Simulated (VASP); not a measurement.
# OCSeSbH in VASP: reference runs

How does OCSeSbH come out in PBE? The cell is run as given.

Everything below comes from runs of VASP 6.6.1. Logs are shortened: lines on timing, memory, paths and dates and some standing lists are left out, and cuts for length are marked.

### 1 The molecule as given

The cell holds a molecule in a box, 5 atoms: a = 12.000 Å, b = 13.000 Å, c = 11.000 Å, α = 90.00°, β = 90.00°, γ = 90.00°.

### 2 Single point, PBE

Input file INCAR:

```
ALGO     = Normal         # electronic algorithm
EDIFF    = 1E-7           # SCF threshold, eV
ENCUT    = 520            # plane-wave cutoff, eV
GGA      = PE             # functional
ISIF     = 2              # what is computed and relaxed
ISMEAR   = 0              # smearing method
LASPH    = True           # aspherical terms in the spheres
LCHARG   = False          # write CHGCAR
LREAL    = False          # projectors in reciprocal space
LWAVE    = False          # write WAVECAR
NBANDS   = 19             # bands
NELM     = 80             # most SCF steps
PREC     = Accurate       # precision mode
SIGMA    = 0.01           # smearing width, eV
```

Input file KPOINTS:

```
k-points
0
Gamma
  1 1 1
```

Input file POSCAR:

```
SbHCSeO
1.0
   12.0000000000      0.0000000000      0.0000000000
    0.0000000000     13.0000000000      0.0000000000
    0.0000000000      0.0000000000     11.0000000000
O C Se Sb H
1 1 1 1 1
Direct
    0.6059458300      0.3811346200      0.5900727300
    0.5435125000      0.4469115400      0.5628545500
    0.3962208300      0.4568500000      0.4977090900
    0.5202791700      0.6148961500      0.5557545500
    0.5836791700      0.6220961500      0.4161090900
```

Potentials or basis: VASP PAW PBE potentials, release 64 (O, C, Se, Sb, H).

Command:

```
cat potpaw_PBE.64/O/POTCAR potpaw_PBE.64/C/POTCAR potpaw_PBE.64/Se/POTCAR potpaw_PBE.64/Sb/POTCAR potpaw_PBE.64/H/POTCAR > POTCAR
mpirun -np 1 vasp_gam > vasp.out
```

OUTCAR:

```text
EDIFF = 1E-7
   ENCUT = 520
   GGA = PE
   ISIF = 2
   ISMEAR = 0
   LASPH = True
   LREAL = False
   NELM = 80
   PREC = Accurate

 ion  position               nearest neighbor table
   1  0.606  0.381  0.590-   2 1.18
   2  0.544  0.447  0.563-   1 1.18   3 1.91   4 2.20
   3  0.396  0.457  0.498-   2 1.91   4 2.62
   4  0.520  0.615  0.556-   5 1.72   2 2.20   3 2.62
   5  0.584  0.622  0.416-   4 1.72

  LATTYP: Found a simple orthorhombic cell.
 ALAT       =    11.0000000000
 B/A-ratio  =     1.0909090909
 C/A-ratio  =     1.1818181818

  Lattice vectors:

 A1 = (   0.0000000000,   0.0000000000,  11.0000000000)
 A2 = (  12.0000000000,   0.0000000000,   0.0000000000)
 A3 = (   0.0000000000,  13.0000000000,   0.0000000000)

Analysis of symmetry for initial positions (statically):
=====================================================================
 Subroutine PRICEL returns:
 Original cell was already a primitive cell.

 Routine SETGRP: Setting up the symmetry group for a
 simple orthorhombic supercell.

 Subroutine GETGRP returns: Found  1 space group operations
 (whereof  1 operations were pure point group operations)
 out of a pool of  8 trial point group operations.

The static configuration has the point symmetry C_1 .

Analysis of symmetry for dynamics (positions and initial velocities):
=====================================================================
 Subroutine PRICEL returns:
 Original cell was already a primitive cell.

 Routine SETGRP: Setting up the symmetry group for a
 simple orthorhombic supercell.

 Subroutine GETGRP returns: Found  1 space group operations
 (whereof  1 operations were pure point group operations)
 out of a pool of  8 trial point group operations.

The dynamic configuration has the point symmetry C_1 .

 Subroutine INISYM returns: Found  1 space group operations
 (whereof  1 operations are pure point group operations),
 and found     1 'primitive' translations

----------------------------------------------------------------------------------------

                                     Primitive cell

  volume of cell :    1716.0000

  direct lattice vectors                    reciprocal lattice vectors
    12.000000000  0.000000000  0.000000000     0.083333333  0.000000000  0.000000000
     0.000000000 13.000000000  0.000000000     0.000000000  0.076923077  0.000000000
     0.000000000  0.000000000 11.000000000     0.000000000  0.000000000  0.090909091

  length of vectors
    12.000000000 13.000000000 11.000000000     0.083333333  0.076923077  0.090909091

  position of ions in fractional coordinates (direct lattice)
     0.605945830  0.381134620  0.590072730
     0.543512500  0.446911540  0.562854550
     0.396220830  0.456850000  0.497709090
     0.520279170  0.614896150  0.555754550
     0.583679170  0.622096150  0.416109090

  ion indices of the primitive-cell ions
   primitive index   ion index
                 1           1
                 2           2
                 3           3
                 4           4
                 5           5

----------------------------------------------------------------------------------------

 KPOINTS: k-points

Automatic generation of k-mesh.
 Grid dimensions read from file:
 generate k-points for:    1    1    1

 Generating k-lattice:

  Cartesian coordinates                     Fractional coordinates (reciprocal lattice)
     0.083333333  0.000000000  0.000000000     1.000000000  0.000000000  0.000000000
     0.000000000  0.076923077  0.000000000     0.000000000  1.000000000  0.000000000
     0.000000000  0.000000000  0.090909091     0.000000000  0.000000000  1.000000000

  Length of vectors
     0.083333333  0.076923077  0.090909091

  Shift w.r.t. Gamma in fractional coordinates (k-lattice)
     0.000000000  0.000000000  0.000000000

 Subroutine IBZKPT returns following result:
 ===========================================

 Found      1 irreducible k-points:

 Following reciprocal coordinates:
            Coordinates               Weight
  0.000000  0.000000  0.000000      1.000000
   k-points           NKPTS =      1   k-points in BZ     NKDIM =      1   number of bands    NBANDS=     19
   number of dos      NEDOS =    301   number of ions     NIONS =      5
   total plane-waves  NPLWV = 740880
   dimension x,y,z NGX =    90 NGY =   98 NGZ =   84
   dimension x,y,z NGXF=   180 NGYF=  196 NGZF=  168
   ions per type =               1   1   1   1   1
   NGX,Y,Z   is equivalent  to a cutoff of  12.47, 12.53, 12.70 a.u.
   NGXF,Y,Z  is equivalent  to a cutoff of  24.94, 25.06, 25.39 a.u.
 SYSTEM =  unknown system
   PREC   = accura    normal or accurate (medium, high low for compatibility)
   ISTART =      0    job   : 0-new  1-cont  2-samecut
   ICHARG =      2    charge: 1-file 2-atom 10-const
   ISPIN  =      1    spin polarized calculation?
   LNONCOLLINEAR =      F non collinear calculations
   LSORBIT =      F    spin-orbit coupling
   LASPH  =      T    aspherical Exc in radial PAW
   ENCUT  =  520.0 eV  38.22 Ry    6.18 a.u.  22.31 24.17 20.45*2*pi/ulx,y,z
   NELM   =     80;   NELMIN=  2; NELMDL= -5     # of ELM steps
   EDIFF  = 0.1E-06   stopping-criterion for ELM
   LREAL  =      F    real-space projection
   EDIFFG = 0.1E-05   stopping-criterion for IOM
   NSW    =      0    number of steps for IOM
   IBRION =     -1    ionic relax: 0-MD 1-quasi-New 2-CG
   NFREE  =      0    steps in history (QN), initial steepest desc. (CG)
   ISIF   =      2    stress and relaxation
   ISYM   =      2    0-nonsym 1-usesym 2-fastsym
   POTIM  = 0.5000    time-step for ionic-motion
   TEBEG  =    0.0;   TEEND  =   0.0 temperature during run
   PSTRESS=    0.0 pullay stress
   NELECT =      22.0000    total number of electrons
   NUPDOWN=      -1.0000    fix difference up-down
   EMIN   =  10.00;   EMAX   =-10.00  energy-range for DOS
   EFERMI =   0.00;   METHOD = LEGACY
   ISMEAR =     0;   SIGMA  =   0.01  broadening in eV -4-tet -1-fermi 0-gaus
   EFERMI_NEDOS =   21; number of points for ismear=-14 and -15
   IALGO  =     38    algorithm
   IMIX   =      4    mixing-type and parameters
     AMIX     =   0.40;   BMIX     =  1.00
     AMIX_MAG =   1.60;   BMIX_MAG =  1.00
  volume/ion in A,a.u.               =     343.20      2316.03
  Fermi-wavevector in a.u.,A,eV,Ry     =   0.383157  0.724062  1.997460  0.146809
  Thomas-Fermi vector in A             =   1.319904
   LORBIT       =      0    0 simple, 1 ext, 2 COOP (PROOUT), +10 PAW based schemes
   GGA     = PE    functional components
   LHFCALC =     F    Hartree Fock is set to
   AEXX    =    0.0000 exact exchange contribution
   IVDW    =     0    specifies the selected vdW correction
   LEPSILON=     F    determine dielectric tensor
   LRPA    =     F    only Hartree local field effects (RPA)
 non-spin polarized calculation
 Gauss-broadening in eV      SIGMA  =   0.01
  energy-cutoff  :      520.00
  volume of cell :     1716.00
 maximum number of plane-waves:     23131
 NGX is ok and might be reduce to    90
   NGX = 45   NGY = 49   NGZ = 41

 number of electron      21.9999998 magnetization

 Free energy of the ion-electron system (eV)
  ---------------------------------------------------
  ext. energy  EPLUGINS =         0.00000000
  ---------------------------------------------------
  free energy    TOTEN  =       -24.71147876 eV

  energy without entropy =      -24.71147876  energy(sigma->0) =      -24.71147876

 E-fermi :  -5.1222     XC(G=0):  -0.9756

 val. band max:       -5.2214125107   @ k =   0.0000   0.0000   0.0000
 cond. band min:      -2.7434204135   @ k =   0.0000   0.0000   0.0000
 fundamental gap:      2.4779920972
 Fermi energy:        -5.1221683508

 k-point     1 :       0.0000    0.0000    0.0000
  band No.  band energies     occupation
      1     -27.0362      2.00000
      2     -18.8232      2.00000
      3     -14.1301      2.00000
      4     -12.4083      2.00000
      5     -10.4946      2.00000
      6     -10.3392      2.00000
[... 11 lines left out ...]
     18       0.8888      0.00000
     19       0.9421      0.00000

------------------------ aborting loop because EDIFF is reached ----------------------------------------

  FORCE on cell =-STRESS in cart. coord.  units (eV):
  Direction    XX          YY          ZZ          XY          YZ          ZX
  --------------------------------------------------------------------------------------
  -------------------------------------------------------------------------------------
  Total        1.8922155      2.4432799      0.7508991     -0.8563593     -0.3552249      0.4676653
  in kB        1.7667044      2.2812166      0.7010918     -0.7995567     -0.3316628      0.4366450
  external PRESSURE =       1.5830043 kB  Pullay stress =       0.0000000 kB

 VOLUME and BASIS-vectors are now :
 -----------------------------------------------------------------------------
  energy-cutoff  :      520.00
  volume of cell :     1716.00
      direct lattice vectors                 reciprocal lattice vectors
    12.000000000  0.000000000  0.000000000     0.083333333  0.000000000  0.000000000
     0.000000000 13.000000000  0.000000000     0.000000000  0.076923077  0.000000000
     0.000000000  0.000000000 11.000000000     0.000000000  0.000000000  0.090909091

 POSITION                                       TOTAL-FORCE (eV/Angst)
 -----------------------------------------------------------------------------------
      7.27135      4.95475      6.49080         1.275991     -1.469659      0.516304
      6.52215      5.80985      6.19140        -0.899439      1.102063     -0.383360
      4.75465      5.93905      5.47480        -0.505094     -0.220639     -0.197885
      6.24335      7.99365      6.11330        -0.043624      0.568621      0.392637
      7.00415      8.08725      4.57720         0.172166      0.019614     -0.327696
 -----------------------------------------------------------------------------------
    total drift:                                0.000401     -0.000392      0.000072

  FREE ENERGIE OF THE ION-ELECTRON SYSTEM (eV)
  ---------------------------------------------------
  free  energy   TOTEN  =       -24.7114787575 eV

  energy  without entropy=      -24.7114787575  energy(sigma->0) =      -24.71147876
```

Run time: 85 s. Hardware: 1 thread of AMD EPYC 9R45 (Zen 5), shared host; peak memory 1.3 GiB.

Results:

* Free energy: -24.7115 eV
* Largest force: 2.014 eV/Å
* Gap between the frontier levels: 2.48 eV

Forces in eV/Å, atoms in the order of the input:
```
O    1.276 -1.470  0.516
C   -0.899  1.102 -0.383
Se  -0.505 -0.221 -0.198
Sb  -0.044  0.569  0.393
H    0.172  0.020 -0.328
```

Levels at points of the mesh, in eV from the valence-band top:
```csv
k point,band 8,band 9,band 10,band 11,band 12,band 13,band 14,band 15
"(0.00, 0.00, 0.00)",-2.56,-1.75,-0.64,0.00,2.48,3.31,3.66,4.50
```

Caveat: the standard files for N, O and F lose accuracy on very short bonds; spin-orbit coupling is left out, which moves the levels of the heavy elements.
